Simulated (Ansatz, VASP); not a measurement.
# ZnCu2SnS4: VASP beside Ansatz, part 2 of 2

One calculation is typed for both programs; each brings its own data sets and cutoff. How far apart do they land?

VASP 6.6.1 and Ansatz 0.2.0.

So far: Starting point; VASP: single point, PBEsol.

## Step 3: Ansatz: single point, PBEsol

Level of this step: Ansatz beside VASP: Kohn-Sham DFT, plane waves, PBEsol (Ansatz).

Ansatz runs on its default PAW (the set named soft_2) files.

The same cell, functional, mesh and smearing now go to Ansatz, which takes its cutoff from its data sets.

input.yaml reads:

```yaml
crystal:
  lattice:
    - [-2.7171, 2.7171, 5.4248]
    - [2.7171, -2.7171, 5.4248]
    - [2.7171, 2.7171, -5.4248]
  atoms:
    - { symbol: Sn, position: [0.5, 0.5, 0.0] }
    - { symbol: Zn, position: [0.25, 0.75, 0.5] }
    - { symbol: Cu, position: [0.75, 0.25, 0.5] }
    - { symbol: Cu, position: [0.0, 0.0, 0.0] }
    - { symbol: S, position: [0.62799, 0.62839, 0.5128] }
    - { symbol: S, position: [0.88481, 0.37201, 0.0004] }
    - { symbol: S, position: [0.11559, 0.11519, 0.4872] }
    - { symbol: S, position: [0.37161, 0.88441, 0.9996] }
hamiltonian:
  xc: pbesol
  pseudopotentials: { kind: paw }
kpoints:
  mp_grid: { grid: [6, 6, 6] }
scf:
  occupations: { method: gaussian, width: 0.05 }
  n_extra_bands: 6
output:
  forces: true
  stress: true
  eigenvalues: true
  write_density: true
  write_potential: true
  elf: true
  volumetric_format: npy
```

Launch:

```sh
$ ansatz run input.yaml --threads 4 --pin off --max-ram 9216MiB --backend cpu --events-out ev --progress --plain --runs-dir out
```

Numbers of over 12 decimals in the logs are rounded to 6 here.

Output:

```text
scf.n_extra_bands = 6 over 44 filled bands (N_el = 88.0): the run solves 50 bands
Engine: ansatz 0.2.0, aarch64-unknown-linux-gnu
Pseudopotentials: kind: paw
Pseudopotential: Sn, paw, valence charge 14, recommended cutoff 420 eV (normal), Sn.paw.azcp
Pseudopotential: Zn, paw, valence charge 12, recommended cutoff 420 eV (normal), Zn.paw.azcp
Pseudopotential: Cu, paw, valence charge 19, recommended cutoff 420 eV (normal), Cu.paw.azcp
Pseudopotential: S, paw, valence charge 6, recommended cutoff 420 eV (normal), S.paw.azcp
Functional definition: PBEsol
  exchange = pbesol_x
  correlation = pbesol_c
Crystal: 8 atoms, lattice volume = 160.197 Å³
Basis set: ecut = 420 eV, 3083 PW (Γ), exchange–correlation on 90×90×90 points (8 copies of the dense FFT grid, shifted against one another)
Bands: 50, of which v1, the nominal top of the filled ones, is band 44 counted from 1 (43 counted from 0)
Symmetry: 4 space group operations
Space group: I-4 (ITA 82), of the structure as read, at distance tolerance 5.4e-5 Å
k-points: 36 of 216 (time reversal used)
Non-local potential: Sn, projectors of the file, l = 0: 2, l = 1: 2, l = 2: 2, l = 3: 2
Non-local potential: Zn, projectors of the file, l = 0: 2, l = 1: 2, l = 2: 3, l = 3: 1
Non-local potential: Cu, projectors of the file, l = 0: 3, l = 1: 2, l = 2: 3, l = 3: 1
Non-local potential: S, projectors of the file, l = 0: 2, l = 1: 2, l = 2: 2
PAW form: soft (Blöchl's): semilocal exchange-correlation on the pseudo side does not see the compensation charge
PAW frozen core: Sn, regenerated for the run's functional, and the local potential with it (the file was generated under x = pbe(κ = 0.804, μ = 0.219515), c = pbe(β = 0.066725))
PAW frozen core: Zn, regenerated for the run's functional, and the local potential with it (the file was generated under x = pbe(κ = 0.804, μ = 0.219515), c = pbe(β = 0.066725))
PAW frozen core: Cu, regenerated for the run's functional, and the local potential with it (the file was generated under x = pbe(κ = 0.804, μ = 0.219515), c = pbe(β = 0.066725))
PAW frozen core: S, regenerated for the run's functional, and the local potential with it (the file was generated under x = pbe(κ = 0.804, μ = 0.219515), c = pbe(β = 0.066725))
PAW one-centre angular grid: Sn, 590 points (default); XC on 64 Gauss nodes
PAW one-centre angular grid: Zn, 590 points (default); XC on 64 Gauss nodes
PAW one-centre angular grid: Cu, 590 points (default); XC on 64 Gauss nodes
PAW one-centre angular grid: S, 110 points (default); XC on 64 Gauss nodes
Initial density: superposition of atomic densities (neutral atoms: chi_scale 0, normalization atom), corrected by the library's trained network
Initial wavefunctions: pseudopotential atomic-orbital guess
Functional: x = pbesol(κ = 0.804, μ = 0.123457), c = pbesol(β = 0.046)
SCF iter   1: F=—  HF=-25951.561127 eV  |F-HF|=—  |Δ(HF+E_count)|=         —  Δρ=9.09e-3  dr2=1.01e-1  ethr=1.77e-3  ⟨swp⟩=7.9  Hψ=7728  notcnv=0
preconditioner: auto → Resta (q_TF=auto, 2.469 Å⁻¹)  ε∞=6.6  [insulator: Δε(μ)=0.154 eV  Ē_g=10.543 eV  σ=0.050 eV  W_gap=0.97  n_scr=36 (ndim 8)  ℏωp=24.9 eV  f_vac=0.037  D(μ)=0.02/eV (n_scr^D=0)  ε∞_Penn≈6.6]
SCF iter   2: F=—  HF=-25951.554907 eV  |F-HF|=—  |Δ(HF+E_count)|=   6.22e-3  Δρ=8.00e-3  dr2=7.31e-2  ethr=1.15e-4  ⟨swp⟩=2.6  Hψ=3875  notcnv=0  defer=47
SCF iter   3: F=—  HF=-25951.539321 eV  |F-HF|=—  |Δ(HF+E_count)|=   1.56e-2  Δρ=2.58e-3  dr2=1.03e-2  ethr=8.31e-5  ⟨swp⟩=2.0  Hψ=2498  notcnv=0  defer=47
SCF iter   4: F=—  HF=-25951.537071 eV  |F-HF|=—  |Δ(HF+E_count)|=   2.25e-3  Δρ=6.27e-4  dr2=7.28e-4  ethr=1.17e-5  ⟨swp⟩=2.2  Hψ=2864  notcnv=0  defer=47
SCF iter   5: F=—  HF=-25951.536992 eV  |F-HF|=—  |Δ(HF+E_count)|=   7.91e-5  Δρ=2.87e-4  dr2=1.45e-4  ethr=8.27e-7  ⟨swp⟩=2.3  Hψ=2838  notcnv=0  defer=46
SCF iter   6: F=—  HF=-25951.537052 eV  |F-HF|=—  |Δ(HF+E_count)|=   6.04e-5  Δρ=2.58e-4  dr2=7.55e-5  ethr=1.65e-7  ⟨swp⟩=2.0  Hψ=2727  notcnv=0  defer=46
SCF iter   7: F=—  HF=-25951.537096 eV  |F-HF|=—  |Δ(HF+E_count)|=   4.39e-5  Δρ=1.65e-4  dr2=2.88e-5  ethr=8.58e-8  ⟨swp⟩=2.0  Hψ=2343  notcnv=0  defer=46
SCF iter   8: F=—  HF=-25951.537095 eV  |F-HF|=—  |Δ(HF+E_count)|=   1.60e-6  Δρ=5.07e-5  dr2=2.84e-6  ethr=3.27e-8  ⟨swp⟩=2.0  Hψ=2117  notcnv=0  defer=46
SCF iter   9: F=—  HF=-25951.537096 eV  |F-HF|=—  |Δ(HF+E_count)|=   1.24e-6  Δρ=2.03e-5  dr2=6.02e-7  ethr=3.23e-9  ⟨swp⟩=2.0  Hψ=2497  notcnv=0  defer=46
SCF iter  10: F=-25951.537096 eV  HF=-25951.537096 eV  |F-HF|=1.51e-8  |Δ(HF+E_count)|=   2.90e-7  Δρ=4.42e-6  dr2=3.14e-8  ethr=1.14e-10  ⟨swp⟩=12.5  Hψ=13784  notcnv=0
SCF 1 converged in 10 iterations: F = -25951.537096 eV  dr2 = 3.14e-8
  greatest PAW one-centre occupation: 1.000 electrons in one spin orbital (limit 2), on the Cu atom at site 2 (counted from 0), in its partial waves of l = 0
SCF converged after 10 iterations
Free energy (F): -25951.537096 eV
Harris-Foulkes:  -25951.537096 eV  (|F-HF|=1.51e-8)
Internal energy: -25951.537095 eV  (E = F + TS)
E sigma→0 (E₀):  -25951.537095 eV
Entropy (-TS):   -0.000001 eV (-0.000 meV/atom)
Fermi energy:    8.038949 eV
--- Per-component energies (eV) ---
  E_band       = -1108.088943
  E_kinetic    = 1345.988331
  E_local      = -14948.559184  (includes V_loc(G=0)·N_el)
  E_nonlocal   = 1500.491108
  E_hartree    = 6710.439331
  E_xc         = -1073.467790
  E_vxc        = -724.863654  (∫ρ·V_xc dr)
  E_paw        = -11463.714827  (= ΣΔE_a)
  E_vpaw       = -1702.043959  (= ΣTr[D̂ρ^β])
  E_aug_tail   = 0.000157  (compensation charges beyond the density's cutoff)
  E_ewald      = -8024.456617
  E_core_change = 1.742396  (= ΣΔE_core)
  E_smearing   = -0.000001  (= −TS)
  E_closure    = 0.000000  (closes the sum)
  Σ components = -25951.537096   (vs F -25951.537096, Δ=0.00e0)
--- Forces (eV/Å), atoms counted from 1 ---
  atom   1  Sn    -0.00000000     0.00000000     0.00000000
  atom   2  Zn    -0.00000000    -0.00000000     0.00000000
  atom   3  Cu    -0.00000000     0.00000000     0.00000000
  atom   4  Cu    -0.00000000    -0.00000000     0.00000000
  atom   5  S      0.17181678     0.59791300    -0.21826470
  atom   6  S     -0.59791300     0.17181678     0.21826470
  atom   7  S     -0.17181678    -0.59791300    -0.21826470
  atom   8  S      0.59791300    -0.17181678     0.21826470
  max |Σ_I F_I| component: 1.11e-16 eV/Å
--- Stress (GPa, compression-positive) ---
       -1.632428       0.000000      -0.000000
       -0.000000      -1.632428      -0.000000
       -0.000000      -0.000000      -1.725098
  P = ⅓ Tr σ = -1.6633 GPa (-16.633 kbar)
--- Band table (eV; the first three rows and the last of 36) ---
  k-point 0: bands = [... 40 lower, 6.5284, 7.8438, 7.8438, 7.9243, 8.1536, 9.8572, 10.7570, 11.6642, ... 2 higher]
  k-point 1: bands = [... 40 lower, 6.6788, 7.0468, 7.6138, 7.7839, 9.0036, 10.4230, 11.1754, 11.5412, ... 2 higher]
  k-point 2: bands = [... 40 lower, 6.7835, 6.9577, 7.3075, 7.6244, 9.2094, 10.8398, 10.9967, 11.5648, ... 2 higher]
  k-point 35: bands = [... 40 lower, 6.7931, 6.8781, 7.0901, 7.0901, 9.4069, 9.8947, 9.8947, 10.2904, ... 2 higher]
```

Elapsed: 12 s, on 4 threads of Arm Neoverse V1, shared host; peak memory 0.63 GiB.

In the SCF lines HF is the Harris–Foulkes energy and dr2 the Hartree energy of the density residual, in eV; the loop may stop once dr2 is under the threshold and the program's other checks hold. Hψ counts applications of the Hamiltonian.

The run ends at a pressure of -1.66 GPa, with forces up to 0.66 eV/Å.

## Step 4: Comparison

Known differences besides the potentials themselves: the data sets hold 88 valence electrons in Ansatz (default PAW (the set named soft_2) files) and 72 in VASP; the cutoff is 420 eV in Ansatz and 400 eV in VASP; Ansatz makes its cores anew for this functional, VASP keeps those of its PBE data sets; VASP leaves aspherical gradient terms in its spheres out (LASPH is not set), Ansatz keeps them. Total energies have different zeros and are not compared.

The two programs side by side:

```tsv
quantity	Ansatz	VASP	difference
pressure (GPa)	-1.66	-1.88	+0.22
pressure without Ansatz's Pulay correction (GPa)	-1.72	-1.88	+0.16
gap on the k mesh (eV)	0.229	0.248	-0.018
```

Forces (eV/Å; atoms numbered as in POSCAR):

```tsv
atom	Ansatz x, y, z	VASP x, y, z
Sn1	0.000, 0.000, 0.000	0.000, 0.000, 0.000
Zn2	0.000, 0.000, 0.000	0.000, 0.000, 0.000
Cu3	0.000, 0.000, 0.000	0.000, 0.000, 0.000
Cu4	0.000, 0.000, 0.000	0.000, 0.000, 0.000
S5	0.172, 0.598, -0.218	0.152, 0.569, -0.199
S6	-0.598, 0.172, 0.218	-0.569, 0.152, 0.199
S7	-0.172, -0.598, -0.218	-0.152, -0.569, -0.199
S8	0.598, -0.172, 0.218	0.569, -0.152, 0.199
```

The forces differ by 16 meV/Å r.m.s., which is 6.5 % of the r.m.s. force of 0.25 eV/Å (both taken over all components). A gap on the mesh is an upper bound, since the band edges may lie between its points. Ansatz's pressure holds a Pulay correction of 0.06 GPa; VASP's holds none.

## Step 5: Further runs

Further runs change the set-up of one program: Ansatz's method, potentials or start, or VASP's data sets, cutoff or form of LDA. The table gives Ansatz less VASP for each quantity, since a change that brings one quantity closer may part another.

```tsv
run	r.m.s. force difference (meV/Å)	pressure (GPa)	gap on the k mesh (eV)	pressure without Ansatz's Pulay correction (GPa)
as above	16	0.22	-0.018	0.16
cores kept as stored	17	0.25	-0.017	0.19
Ansatz's larger PAW set (cutoff 1050 eV)	16	0.22	-0.016	
norm-conserving potentials (cutoff 1252 eV)	24	0.15	-0.036
```

## Step 6: Summary of results

* r.m.s. force difference (single point, PBEsol): 6.5 % of the r.m.s. force

**Reading.** The r.m.s. force difference is 6.5 % of the r.m.s. force (single point, PBEsol), beyond the 3 % picked in this series as the mark of a large difference. Single point, PBEsol, norm-conserving potentials (cutoff 1252 eV): r.m.s. force difference goes from 16 to 24 meV/Å; the difference in pressure goes from 0.22 to 0.15 GPa; the difference in gap on the k mesh goes from -0.018 to -0.036 eV. 2 further runs of this series are not shown here. How closely two codes agree says nothing of how well the functional describes the real material.

[Lines on the potential files, build, host, timing and source positions are cut from VASP's logs without a mark.]

[Logs are printed without paths, hosts, clocks, repeated set-up lines and the standing remarks that a program may print on its own settings, such as how far it seeks lower states.]

[Hosts, paths, dates, database ids (printed as entryN), source tags and the programs' standing remarks are cut or masked in the printed files.]
